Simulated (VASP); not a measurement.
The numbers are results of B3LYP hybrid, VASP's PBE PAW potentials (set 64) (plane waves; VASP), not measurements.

The input files of a VASP run:

INCAR:
```
SYSTEM = NaF
PREC = Accurate; ENCUT = 400; LREAL = .FALSE.
LASPH = .TRUE.; ISYM = 3
EDIFF = 1E-6; NELM = 100; ALGO = Normal
ISMEAR = 0; SIGMA = 0.01
GGA = B3; AGGAC = 0.81; AGGAX = 0.72
ALDAC = 0.19; LHFCALC = .TRUE.; AEXX = 0.2
HFRCUT = -1; PRECFOCK = Fast
ISIF = 2
LWAVE = .FALSE.; LCHARG = .FALSE.
```

KPOINTS:
```
Automatic mesh
0
Gamma
3 3 3
0 0 0
```

POSCAR:
```
NaF
1
    0.0000000000     2.2858950000     2.2858950000
    2.2858950000     0.0000000000     2.2858950000
    2.2858950000     2.2858950000     0.0000000000
Na F
1 1
Direct
 -0.0009370000  -0.0013100000  -0.0037460000
  0.5009370000   0.5013100000   0.5037460000
```

POTCAR, in this order: Na_pv F (PBE.64 set). Program: vasp_std.

The resulting files:

**OUTCAR**
```
 ion  position               nearest neighbor table
   1  0.999  0.999  0.996-   2 2.26   2 2.26   2 2.28   2 2.30   2 2.31   2 2.31
   2  0.501  0.501  0.504-   1 2.26   1 2.26   1 2.28   1 2.30   1 2.31   1 2.31
  LATTYP: Found a face centered cubic cell.
 ALAT       =     4.5717900000
 Subroutine PRICEL returns:
 Original cell was already a primitive cell.
 Subroutine GETGRP returns: Found  1 space group operations
The static configuration has the point symmetry C_1 .
The dynamic configuration has the point symmetry C_1 .
 Subroutine INISYM returns: Found  1 space group operations
 Subroutine IBZKPT returns following result:
 Found     14 irreducible k-points:

 Following reciprocal coordinates:
            Coordinates               Weight
  0.000000  0.000000  0.000000      1.000000
  0.333333  0.000000  0.000000      2.000000
  0.000000  0.333333  0.000000      2.000000
  0.000000  0.000000  0.333333      2.000000
  0.333333  0.333333  0.333333      2.000000
  0.333333  0.333333  0.000000      2.000000
  0.000000  0.333333  0.333333      2.000000
  0.333333  0.000000  0.333333      2.000000
 -0.333333  0.333333  0.000000      2.000000
  0.000000 -0.333333  0.333333      2.000000
  0.333333  0.000000 -0.333333      2.000000
  0.333333  0.333333 -0.333333      2.000000
 -0.333333  0.333333 -0.333333      2.000000
  0.333333 -0.333333 -0.333333      2.000000
 Subroutine IBZKPT_HF returns following result:
   k-points           NKPTS =     14   k-points in BZ     NKDIM =     27   number of bands    NBANDS=     11
   number of dos      NEDOS =    301   number of ions     NIONS =      2
   total plane-waves  NPLWV =  13824
   dimension x,y,z NGX =    24 NGY =   24 NGZ =   24
   dimension x,y,z NGXF=    48 NGYF=   48 NGZF=   48
   ions per type =               1   1
   PREC   = accura    normal or accurate (medium, high low for compatibility)
   ISTART =      0    job   : 0-new  1-cont  2-samecut
   ICHARG =      2    charge: 1-file 2-atom 10-const
...
```

**OSZICAR**
```
       N       E                     dE             d eps       ncg     rms          rms(c)
DAV:   1     0.929890367890E+01    0.92989E+01   -0.75533E+03   333   0.137E+03
DAV:   2    -0.872878447200E+02   -0.96587E+02   -0.89268E+02   325   0.335E+02
DAV:   3    -0.915813668730E+02   -0.42935E+01   -0.42862E+01   356   0.728E+01
DAV:   4    -0.916182335195E+02   -0.36867E-01   -0.36864E-01   332   0.726E+00
DAV:   5    -0.115253814730E+02    0.80093E+02   -0.46469E-01   344   0.129E+01    0.587E+00
DAV:   6    -0.103002523459E+02    0.12251E+01   -0.37436E+00   396   0.191E+01    0.177E+00
DAV:   7    -0.103651960423E+02   -0.64944E-01   -0.29863E-01   326   0.669E+00    0.161E+00
DAV:   8    -0.103436453208E+02    0.21551E-01   -0.18226E-02   368   0.182E+00    0.853E-01
DAV:   9    -0.103368300486E+02    0.68153E-02   -0.11200E-02   344   0.112E+00    0.385E-01
DAV:  10    -0.103348147515E+02    0.20153E-02   -0.75987E-04   350   0.706E-01    0.221E-01
DAV:  11    -0.103340303399E+02    0.78441E-03   -0.36179E-04   356   0.493E-01    0.140E-01
DAV:  12    -0.103337845064E+02    0.24583E-03   -0.12408E-04   362   0.259E-01    0.868E-02
DAV:  13    -0.103337027864E+02    0.81720E-04   -0.47121E-05   362   0.139E-01    0.517E-02
DAV:  14    -0.103336761565E+02    0.26630E-04   -0.17873E-05   386   0.834E-02    0.306E-02
DAV:  15    -0.103336676202E+02    0.85363E-05   -0.50143E-06   362   0.537E-02    0.184E-02
DAV:  16    -0.103336650613E+02    0.25588E-05   -0.22019E-06   362   0.325E-02    0.113E-02
DAV:  17    -0.103336643644E+02    0.69689E-06   -0.85065E-07   359   0.196E-02
   1 F= -.10333664E+02 E0= -.10333664E+02  d E =-.259288E-55
```

**OUTCAR**
```
------------------------ aborting loop because EDIFF is reached ----------------------------------------
  FORCE on cell =-STRESS in cart. coord.  units (eV):
  Direction    XX          YY          ZZ          XY          YZ          ZX
  --------------------------------------------------------------------------------------
  Total       -0.7153794     -0.7169729     -0.7243525     -0.0137539     -0.0124632     -0.0125366
  in kB      -47.9786651    -48.0855409    -48.5804715     -0.9224387     -0.8358734     -0.8407990
  external PRESSURE =     -48.2148925 kB  Pullay stress =       0.0000000 kB
  volume of cell :       23.89
      direct lattice vectors                 reciprocal lattice vectors
     0.000000000  2.285895000  2.285895000    -0.218732706  0.218732706  0.218732706
     2.285895000  0.000000000  2.285895000     0.218732706 -0.218732706  0.218732706
     2.285895000  2.285895000  0.000000000     0.218732706  0.218732706 -0.218732706
  FREE ENERGIE OF THE ION-ELECTRON SYSTEM (eV)
  ---------------------------------------------------
  free  energy   TOTEN  =       -10.3336643644 eV

  energy  without entropy=      -10.3336643644  energy(sigma->0) =      -10.33366436

  exchange ACFDT corr.  =         0.00000000  see jH, gK, PRB 81, 115126
```
(Selected blocks of OUTCAR.)

At this cut-off the stress carries a Pulay error, which pulls relaxed volumes low.

The structure comes from a computed database's NaF entry; how it stands against other phases isn't given here. The cell was not relaxed at this level, atoms are displaced from their ideal sites. The k-mesh is coarse (spacing up to 0.79 per Å, 2π included), so the numbers may not be converged in it. The run is one of a series of settings (AEXX = 0.2, AGGAC = 0.81, AGGAX = 0.72, ALDAC = 0.19, GGA = B3, HFRCUT = -1, ISYM = 3, LHFCALC = .TRUE., PRECFOCK = Fast, KPOINTS 3×3×3 Γ-centred mesh against the base run), some of them coarse on purpose.
